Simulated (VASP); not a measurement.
# A VASP study of ZnAu (r2SCAN + rVV10): structure first, properties next, part 2 of 5

Aim: relax ZnAu, then compute properties on the relaxed cell. Left out of this account: 1 further run (relaxation: it shows nothing beyond the runs told). The start is a cell from a database of measured crystal structures.

VASP 6.6.1; r2SCAN with rVV10; plane waves and PAW (Zn, Au).

Still holding for the runs below: This run has no spin polarisation. Its electron count is odd, so without a moment it is a metal by construction. The k-mesh is coarse for a metal.

So far. Step 2 (Full relaxation (r2SCAN + rVV10)): It ends with forces that vanish by symmetry and a pressure of 0.00 GPa. The volume lies -1.2 % from that of the database's start, which holds the thermal and zero-point expansion of its experiment. The relaxed cell has a = 3.134 Å (conventional setting).

## Step 3: Second relaxation

The basis stayed that of the start cell while the cell moved. A rerun from the cell reached resets it; the error of the finite cutoff stays.

File INCAR:

```
SYSTEM = ZnAu
PREC = Accurate
ENCUT = 400
EDIFF = 1E-06
NELM = 100
ISMEAR = 1
SIGMA = 0.2
LREAL = .FALSE.
ALGO = Normal
METAGGA = R2SCAN
LUSE_VDW = .TRUE.
IVDW_NL = 2
BPARAM = 11.95
CPARAM = 0.0093
LASPH = .TRUE.
NBANDS = 17
LORBIT = 11
LWAVE = .FALSE.
LCHARG = .FALSE.
KPAR = 2
IBRION = 2
NSW = 60
ISIF = 3
EDIFFG = -0.01
```

File POSCAR:

```
ZnAu
1.0
    3.1344275545      0.0000000000      0.0000000000
    0.0000000000      3.1344275545      0.0000000000
    0.0000000000      0.0000000000      3.1344275545
Zn Au
1 1
Direct
    0.5000000000      0.5000000000      0.5000000000
    0.0000000000      0.0000000000      0.0000000000
```

File KPOINTS:

```
Automatic mesh
0
Gamma
7 7 7
0 0 0
```

PAW data sets: Zn and Au (PBE family, release 64).

The run is started by

```sh
> mpirun -np 2 vasp_std
```

Output:

```text
[banner, memory and clock lines left out]
running    2 mpi-ranks, on    1 nodes
 distrk:  each k-point on    1 cores,    2 groups
 distr:  one band on    1 cores,    1 groups

 POSCAR found type information on POSCAR ZnAu
 POSCAR found :  2 types and       2 ions
 [... a notice as in an earlier step ...]

 [... a notice as in an earlier step ...]

 LDA part: xc-table for (None), standard interpolation
 POSCAR, INCAR and KPOINTS ok, starting setup
 FFT: planning ... GRIDC
 FFT: planning ... GRID_SOFT
 FFT: planning ... GRID
 WAVECAR not read
 entering main loop
       N       E                     dE             d eps       ncg     rms          rms(c)
Total rVV10 correction in eV:      0.5659139    25.5540344
Total rVV10 correction in eV:      0.5659139    25.5540344
DAV:   1     0.554670255222E+02    0.55467E+02   -0.10294E+04   720   0.153E+03
DAV:   2    -0.610694762212E+02   -0.11654E+03   -0.11189E+03   734   0.289E+02
DAV:   3    -0.649774216335E+02   -0.39079E+01   -0.38913E+01   730   0.629E+01
DAV:   4    -0.650063712282E+02   -0.28950E-01   -0.28943E-01   780   0.466E+00
DAV:   5    -0.650067266163E+02   -0.35539E-03   -0.35538E-03   740   0.556E-01    0.938E+00
Total rVV10 correction in eV:      0.5429268    25.5540432
Total rVV10 correction in eV:      0.5429268    25.5540432
DAV:   6    -0.594046341011E+02    0.56021E+01   -0.47829E+00   719   0.253E+01    0.662E+00
Total rVV10 correction in eV:      0.5432164    25.5540433
Total rVV10 correction in eV:      0.5432164    25.5540433
DAV:   7    -0.593945213309E+02    0.10113E-01   -0.15823E-01   722   0.484E+00    0.391E+00
Total rVV10 correction in eV:      0.5389938    25.5540433
Total rVV10 correction in eV:      0.5389938    25.5540433
DAV:   8    -0.594061329247E+02   -0.11612E-01   -0.46664E-02   703   0.228E+00    0.346E-01
Total rVV10 correction in eV:      0.5378320    25.5540433
Total rVV10 correction in eV:      0.5378320    25.5540433
DAV:   9    -0.594042119231E+02    0.19210E-02   -0.74771E-03   734   0.102E+00    0.825E-02
Total rVV10 correction in eV:      0.5372610    25.5540433
Total rVV10 correction in eV:      0.5372610    25.5540433
DAV:  10    -0.594045700681E+02   -0.35814E-03   -0.11796E-03   698   0.371E-01    0.496E-02
Total rVV10 correction in eV:      0.5372913    25.5540433
Total rVV10 correction in eV:      0.5372913    25.5540433
DAV:  11    -0.594045494616E+02    0.20607E-04   -0.69543E-05   787   0.113E-01    0.210E-02
Total rVV10 correction in eV:      0.5373137    25.5540433
Total rVV10 correction in eV:      0.5373137    25.5540433
DAV:  12    -0.594045366563E+02    0.12805E-04   -0.11380E-05   732   0.374E-02    0.477E-03
Total rVV10 correction in eV:      0.5373126    25.5540433
Total rVV10 correction in eV:      0.5373126    25.5540433
DAV:  13    -0.594045338061E+02    0.28502E-05   -0.12069E-06   566   0.979E-03    0.170E-03
Total rVV10 correction in eV:      0.5373161    25.5540433
Total rVV10 correction in eV:      0.5373161    25.5540433
DAV:  14    -0.594045330487E+02    0.75739E-06   -0.21408E-07   357   0.423E-03
Total rVV10 correction in eV:      0.5373160    25.5540433
Total rVV10 correction in eV:      0.5373160    25.5540433
Total rVV10 correction in eV:      0.5373161    25.5540433
Total rVV10 correction in eV:      0.5373161    25.5540433
   1 F= -.59404533E+02 E0= -.59403157E+02  d E =-.594045E+02
 curvature:   0.00 expect dE= 0.000E+00 dE for cont linesearch  0.000E+00
 trial: gam= 0.00000 g(F)=  0.000E+00 g(S)=  0.142E-04 ort = 0.000E+00 (trialstep = 0.100E+01)
 search vector abs. value=  0.142E-04
 reached required accuracy - stopping structural energy minimisation
```

Wall time 18 s (2 MPI ranks of Intel Xeon Platinum 8375C at 2.90GHz (Ice Lake), shared host); peak memory 0.34 GiB.

From OUTCAR (step 3):

```text
  LATTYP: Found a simple cubic cell.
 ALAT       =     3.1344275545

The static configuration has the point symmetry O_h .

 Found     20 irreducible k-points:

   dimension x,y,z NGX =    20 NGY =   20 NGZ =   20
   dimension x,y,z NGXF=    40 NGYF=   40 NGZF=   40

   ENCUT  =  400.0 eV  29.40 Ry    5.42 a.u.   5.11  5.11  5.11*2*pi/ulx,y,z

   NELECT =      23.0000    total number of electrons

 E-fermi :   7.3452

 k-point     1 :       0.0000    0.0000    0.0000
  band No.  band energies     occupation
    ...
      7       1.3244      2.00000
      8       1.3244      2.00000
      9       3.1047      2.00000
     10       3.1047      2.00000
     11       3.1047      2.00000
     12      12.4094      0.00000
     13      12.4094      0.00000
     14      12.4094      0.00000
     15      16.7315      0.00000
     16      19.7086      0.00000
    ...

 k-point     2 :       0.1429    0.0000    0.0000
  band No.  band energies     occupation
    ...
      7       1.2632      2.00000
      8       1.4238      2.00000
      9       2.8359      2.00000
     10       2.8359      2.00000
     11       3.0748      2.00000
     12      10.1253     -0.00000
     13      13.1048      0.00000
     14      13.1048      0.00000
     15      17.7375      0.00000
     16      19.3354      0.00000
    ...

  Total        0.0139990      0.0139990      0.0139990      0.0000000     -0.0000000      0.0000000
  in kB        0.7283362      0.7283362      0.7283362      0.0000000     -0.0000000      0.0000000
  external PRESSURE =       0.7283362 kB  Pullay stress =       0.0000000 kB

  energy-cutoff  :      400.00
  volume of cell :       30.79
      direct lattice vectors                 reciprocal lattice vectors
     3.134427555  0.000000000  0.000000000     0.319037522  0.000000000  0.000000000
     0.000000000  3.134427555  0.000000000     0.000000000  0.319037522  0.000000000
     0.000000000  0.000000000  3.134427555     0.000000000  0.000000000  0.319037522

 POSITION                                       TOTAL-FORCE (eV/Angst)
 -----------------------------------------------------------------------------------
      1.56721      1.56721      1.56721         0.000000      0.000000      0.000000
      0.00000      0.00000      0.00000         0.000000      0.000000      0.000000
 -----------------------------------------------------------------------------------
    total drift:                               -0.000000      0.000000     -0.000000

  FREE ENERGIE OF THE ION-ELECTRON SYSTEM (eV)
  ---------------------------------------------------
  free  energy   TOTEN  =       -59.4045330487 eV

  energy  without entropy=      -59.4004045611  energy(sigma->0) =      -59.40315689

[... 5 parts as in an earlier step ...]

[... 6 further parts left out ...]
```

CONTCAR:

```
ZnAu
   1.00000000000000
     3.1344275545000002    0.0000000000000000    0.0000000000000000
     0.0000000000000000    3.1344275545000002    0.0000000000000000
     0.0000000000000000    0.0000000000000000    3.1344275545000002
  Zn              Au
     1     1
Direct
     0.5000000000000000    0.5000000000000000    0.5000000000000000
     0.0000000000000000    0.0000000000000000    0.0000000000000000
```

Little changed from the start: no atom moved by 0.005 Å and no cell edge by 0.1 %.

This step gave:

```
free energy (TOTEN)             : -59.4045 eV
energy at zero smearing         : -59.4032 eV
Fermi energy                    : 7.345 eV
pressure                        : 0.07283 GPa
SCF cycles over all ionic steps : 14
```

It ends with forces that vanish by symmetry and a pressure of 0.07 GPa. The volume moved by under 0.01 %: the run met its threshold at the first step.

## Step 4: Density, ELF and potential (r2SCAN + rVV10)

The relaxed cell gets a fresh self-consistent run, on a basis set for its own volume, to fix the density and to check the remaining stress.

INCAR: that of step 3 with these lines changed.

```diff
@@ -18,7 +18,5 @@
 LWAVE = .FALSE.
-LCHARG = .FALSE.
-KPAR = 2
-IBRION = 2
-NSW = 60
-ISIF = 3
-EDIFFG = -0.01
+LCHARG = .TRUE.
+ISIF = 2
+LELF = .TRUE.
+LVHAR = .TRUE.
```

POSCAR is that of step 3.

KPOINTS is that of step 3.

The run is started by

```sh
> mpirun -np 2 vasp_std
```

Output:

```text
[banner, memory and clock lines left out]
running    2 mpi-ranks, on    1 nodes
 distrk:  each k-point on    2 cores,    1 groups
 distr:  one band on    1 cores,    2 groups

 POSCAR found type information on POSCAR ZnAu
 POSCAR found :  2 types and       2 ions
 [... a notice as in an earlier step ...]

 [... a notice as in an earlier step ...]

 LDA part: xc-table for (None), standard interpolation
|                                                                             |
|           W    W    AA    RRRRR   N    N  II  N    N   GGGG   !!!           |
|           W    W   A  A   R    R  NN   N  II  NN   N  G    G  !!!           |
|           W    W  A    A  R    R  N N  N  II  N N  N  G       !!!           |
|           W WW W  AAAAAA  RRRRR   N  N N  II  N  N N  G  GGG   !            |
|           WW  WW  A    A  R   R   N   NN  II  N   NN  G    G                |
|           W    W  A    A  R    R  N    N  II  N    N   GGGG   !!!           |
|                                                                             |
|     The number of bands has been changed from the values supplied in        |
|     The orbitals not found in the WAVECAR file will be initialized with     |
|     random numbers, which is usually adequate. For correlated               |
|     calculations, however, you should redo the groundstate calculation.     |
|     I found NBANDS = 17. Now, NBANDS = 18.                                  |
|                                                                             |

 POSCAR, INCAR and KPOINTS ok, starting setup
 FFT: planning ... GRIDC
 FFT: planning ... GRID_SOFT
 FFT: planning ... GRID
 WAVECAR not read
 entering main loop
       N       E                     dE             d eps       ncg     rms          rms(c)
Total rVV10 correction in eV:      0.5659139    25.5540344
DAV:   1     0.589410150596E+02    0.58941E+02   -0.10031E+04   752   0.142E+03
DAV:   2    -0.597578192022E+02   -0.11870E+03   -0.11203E+03   738   0.284E+02
DAV:   3    -0.649606643976E+02   -0.52028E+01   -0.51693E+01   792   0.677E+01
DAV:   4    -0.650061987104E+02   -0.45534E-01   -0.45519E-01   788   0.555E+00
DAV:   5    -0.650067228700E+02   -0.52416E-03   -0.52415E-03   788   0.634E-01    0.938E+00
Total rVV10 correction in eV:      0.5429264    25.5540432
DAV:   6    -0.594048644286E+02    0.56019E+01   -0.45123E+00   764   0.239E+01    0.662E+00
Total rVV10 correction in eV:      0.5432295    25.5540433
DAV:   7    -0.593945025449E+02    0.10362E-01   -0.15143E-01   750   0.461E+00    0.391E+00
Total rVV10 correction in eV:      0.5389936    25.5540433
DAV:   8    -0.594060405938E+02   -0.11538E-01   -0.44232E-02   746   0.212E+00    0.336E-01
Total rVV10 correction in eV:      0.5378648    25.5540433
DAV:   9    -0.594042227610E+02    0.18178E-02   -0.64330E-03   798   0.920E-01    0.815E-02
Total rVV10 correction in eV:      0.5372129    25.5540433
DAV:  10    -0.594045909299E+02   -0.36817E-03   -0.14163E-03   750   0.374E-01    0.564E-02
Total rVV10 correction in eV:      0.5373190    25.5540433
DAV:  11    -0.594045407615E+02    0.50168E-04   -0.11546E-04   798   0.122E-01    0.128E-02
Total rVV10 correction in eV:      0.5373160    25.5540433
DAV:  12    -0.594045353502E+02    0.54112E-05   -0.50707E-06   768   0.235E-02    0.345E-03
Total rVV10 correction in eV:      0.5373121    25.5540433
DAV:  13    -0.594045339167E+02    0.14335E-05   -0.69989E-07   442   0.718E-03    0.229E-03
Total rVV10 correction in eV:      0.5373172    25.5540433
DAV:  14    -0.594045328564E+02    0.10604E-05   -0.36962E-07   396   0.577E-03    0.349E-04
Total rVV10 correction in eV:      0.5373154    25.5540433
DAV:  15    -0.594045333941E+02   -0.53773E-06   -0.22751E-08   382   0.181E-03
Total rVV10 correction in eV:      0.5373165    25.5540433
Total rVV10 correction in eV:      0.5373158    25.5540433
   1 F= -.59404533E+02 E0= -.59403157E+02  d E =-.412836E-02
```

It took 16 s on 2 MPI ranks; peak memory 0.29 GiB.

OUTCAR, selected parts (step 4):

```text
The static configuration has the point symmetry O_h .

 Found     20 irreducible k-points:

   k-points           NKPTS =     20   k-points in BZ     NKDIM =     20   number of bands    NBANDS=     18

   NELECT =      23.0000    total number of electrons

 E-fermi :   7.3452

 k-point     2 :       0.1429    0.0000    0.0000
  band No.  band energies     occupation
    ...
      7       1.2632      2.00000
      8       1.4238      2.00000
      9       2.8359      2.00000
     10       2.8359      2.00000
     11       3.0748      2.00000
     12      10.1253     -0.00000
     13      13.1048      0.00000
     14      13.1048      0.00000
     15      17.7375      0.00000
     16      19.3353      0.00000
    ...

 k-point     3 :       0.2857    0.0000    0.0000
  band No.  band energies     occupation
    ...
      8       1.6296      2.00000
      9       2.2976      2.00000
     10       2.2976      2.00000
     11       3.0054      2.00000
     12       6.9673      2.02246
     13      14.9227      0.00000
     14      14.9227      0.00000
     15      18.2641      0.00000
     16      18.5590      0.00000
     17      23.6066      0.00000
    ...

  Total        0.0144796      0.0144796      0.0144796     -0.0000000     -0.0000000      0.0000000
  in kB        0.7533431      0.7533431      0.7533431     -0.0000000     -0.0000000      0.0000000
  external PRESSURE =       0.7533431 kB  Pullay stress =       0.0000000 kB

  FREE ENERGIE OF THE ION-ELECTRON SYSTEM (eV)
  ---------------------------------------------------
  free  energy   TOTEN  =       -59.4045333941 eV

  energy  without entropy=      -59.4004050320  energy(sigma->0) =      -59.40315727

[... 12 parts as in an earlier step ...]

[... 2 further parts left out ...]
```

This step gave:

* SCF cycles: 15
* bands: 18
* pressure: 0.07533 GPa

Valence electrons inside each PAW sphere by angular momentum. Sphere charges, by row:

| atom | s (e) | p (e) | d (e) | tot (e) |
| --- | --- | --- | --- | --- |
| Zn1 | 0.51 | 0.46 | 9.786 | 10.76 |
| Au2 | 0.628 | 0.417 | 8.716 | 9.76 |

Valence density in the ac plane at fractional y = 0.000, with atoms of Au within 0.2 Å of it. It is the smooth field of the valence electrons, not physical close to the nuclei.

Values in e/Å³, 16 rows by 16 columns:
```
4.4 4.0 3.2 2.3 1.4 0.7 0.4 0.2 0.2 0.2 0.4 0.7 1.4 2.3 3.2 4.0
3.4 3.2 2.6 1.9 1.1 0.6 0.3 0.2 0.2 0.2 0.3 0.6 1.1 1.9 2.6 3.2
2.5 2.3 1.9 1.3 0.8 0.4 0.3 0.2 0.2 0.2 0.3 0.4 0.8 1.3 1.9 2.3
1.5 1.4 1.1 0.8 0.5 0.3 0.2 0.2 0.2 0.2 0.2 0.3 0.5 0.8 1.1 1.4
0.8 0.7 0.6 0.4 0.3 0.2 0.2 0.2 0.2 0.2 0.2 0.2 0.3 0.4 0.6 0.7
0.4 0.4 0.3 0.3 0.2 0.2 0.2 0.1 0.1 0.1 0.2 0.2 0.2 0.3 0.3 0.4
0.2 0.2 0.2 0.2 0.2 0.2 0.1 0.1 0.1 0.1 0.1 0.2 0.2 0.2 0.2 0.2
0.2 0.2 0.2 0.2 0.2 0.2 0.1 0.1 0.1 0.1 0.1 0.2 0.2 0.2 0.2 0.2
0.2 0.2 0.2 0.2 0.2 0.2 0.1 0.1 0.1 0.1 0.1 0.2 0.2 0.2 0.2 0.2
0.4 0.4 0.3 0.3 0.2 0.2 0.2 0.1 0.1 0.1 0.2 0.2 0.2 0.3 0.3 0.4
0.8 0.7 0.6 0.4 0.3 0.2 0.2 0.2 0.2 0.2 0.2 0.2 0.3 0.4 0.6 0.7
1.5 1.4 1.1 0.8 0.5 0.3 0.2 0.2 0.2 0.2 0.2 0.3 0.5 0.8 1.1 1.4
2.5 2.3 1.9 1.3 0.8 0.4 0.3 0.2 0.2 0.2 0.3 0.4 0.8 1.3 1.9 2.3
3.4 3.2 2.6 1.9 1.1 0.6 0.3 0.2 0.2 0.2 0.3 0.6 1.1 1.9 2.6 3.2
4.4 4.0 3.2 2.3 1.4 0.7 0.4 0.2 0.2 0.2 0.4 0.7 1.4 2.3 3.2 4.0
4.8 4.4 3.4 2.5 1.5 0.8 0.4 0.2 0.2 0.2 0.4 0.8 1.5 2.5 3.4 4.4
```
Columns run along a (3.1 Å), rows up along c (3.1 Å). Atoms in or near the plane, at fractional coordinates: Au at (0.00, 0.00).

Electrostatic potential energy in the ac plane at fractional y = 0.000, with atoms of Au within 0.2 Å of it. With pseudopotentials it is smooth inside the atoms' cores, unlike the true potential.

Values in eV, 16 rows by 16 columns:
```
-68 -68 -62 -50 -33 -14  -2   0   1   0  -2 -14 -33 -50 -62 -68
-64 -62 -55 -43 -26 -10  -1   0   1   0  -1 -10 -26 -43 -55 -62
-53 -50 -43 -30 -16  -4   0   1   1   1   0  -4 -16 -30 -43 -50
-35 -33 -26 -16  -6  -1   0   1   1   1   0  -1  -6 -16 -26 -33
-16 -14 -10  -4  -1   0   1   1   1   1   1   0  -1  -4 -10 -14
 -3  -2  -1   0   0   1   1   1   1   1   1   1   0   0  -1  -2
  0   0   0   1   1   1   1   1   1   1   1   1   1   1   0   0
  1   1   1   1   1   1   1   1   1   1   1   1   1   1   1   1
  0   0   0   1   1   1   1   1   1   1   1   1   1   1   0   0
 -3  -2  -1   0   0   1   1   1   1   1   1   1   0   0  -1  -2
-16 -14 -10  -4  -1   0   1   1   1   1   1   0  -1  -4 -10 -14
-35 -33 -26 -16  -6  -1   0   1   1   1   0  -1  -6 -16 -26 -33
-53 -50 -43 -30 -16  -4   0   1   1   1   0  -4 -16 -30 -43 -50
-64 -62 -55 -43 -26 -10  -1   0   1   0  -1 -10 -26 -43 -55 -62
-68 -68 -62 -50 -33 -14  -2   0   1   0  -2 -14 -33 -50 -62 -68
-68 -68 -64 -53 -35 -16  -3   0   1   0  -3 -16 -35 -53 -64 -68
```
Columns run along a (3.1 Å; values clipped at the 3rd and 97th percentile), rows up along c (3.1 Å). Atoms in or near the plane, at fractional coordinates: Au at (0.00, 0.00).

ELF in the ac plane at fractional y = 0.000, with atoms of Au within 0.2 Å of it. It is the smooth field of the valence electrons, not physical close to the nuclei.

Values, 16 rows by 16 columns:
```
0.00 0.00 0.02 0.14 0.32 0.37 0.29 0.22 0.21 0.22 0.29 0.37 0.32 0.14 0.02 0.00
0.01 0.02 0.08 0.22 0.35 0.35 0.28 0.23 0.22 0.23 0.28 0.35 0.35 0.22 0.08 0.02
0.11 0.14 0.22 0.32 0.37 0.32 0.27 0.24 0.23 0.24 0.27 0.32 0.37 0.32 0.22 0.14
0.30 0.32 0.35 0.37 0.34 0.29 0.26 0.25 0.23 0.25 0.26 0.29 0.34 0.37 0.35 0.32
0.37 0.37 0.35 0.32 0.29 0.27 0.26 0.24 0.23 0.24 0.26 0.27 0.29 0.32 0.35 0.37
0.29 0.29 0.28 0.27 0.26 0.26 0.24 0.23 0.23 0.23 0.24 0.26 0.26 0.27 0.28 0.29
0.22 0.22 0.23 0.24 0.25 0.24 0.23 0.23 0.22 0.23 0.23 0.24 0.25 0.24 0.23 0.22
0.20 0.21 0.22 0.23 0.23 0.23 0.23 0.22 0.22 0.22 0.23 0.23 0.23 0.23 0.22 0.21
0.22 0.22 0.23 0.24 0.25 0.24 0.23 0.23 0.22 0.23 0.23 0.24 0.25 0.24 0.23 0.22
0.29 0.29 0.28 0.27 0.26 0.26 0.24 0.23 0.23 0.23 0.24 0.26 0.26 0.27 0.28 0.29
0.37 0.37 0.35 0.32 0.29 0.27 0.26 0.24 0.23 0.24 0.26 0.27 0.29 0.32 0.35 0.37
0.30 0.32 0.35 0.37 0.34 0.29 0.26 0.25 0.23 0.25 0.26 0.29 0.34 0.37 0.35 0.32
0.11 0.14 0.22 0.32 0.37 0.32 0.27 0.24 0.23 0.24 0.27 0.32 0.37 0.32 0.22 0.14
0.01 0.02 0.08 0.22 0.35 0.35 0.28 0.23 0.22 0.23 0.28 0.35 0.35 0.22 0.08 0.02
0.00 0.00 0.02 0.14 0.32 0.37 0.29 0.22 0.21 0.22 0.29 0.37 0.32 0.14 0.02 0.00
0.45 0.00 0.01 0.11 0.30 0.37 0.29 0.22 0.20 0.22 0.29 0.37 0.30 0.11 0.01 0.00
```
Columns run along a (3.1 Å), rows up along c (3.1 Å). Atoms in or near the plane, at fractional coordinates: Au at (0.00, 0.00).

In this run the pressure is 0.08 GPa, small enough to go on.

(Continued in part 3 of 5.)

[Lines on the potential files, build, host, timing and source positions are cut from VASP's logs without a mark.]

[Logs are printed without paths, hosts, clocks, repeated set-up lines and the standing remarks that a program may print on its own settings, such as how far it seeks lower states.]

[Hosts, paths, dates, database ids (printed as entryN), source tags and the programs' standing remarks are cut or masked in the printed files.]

[A measured line is paired with the nearest computed mode of its activity, which favours agreement.]
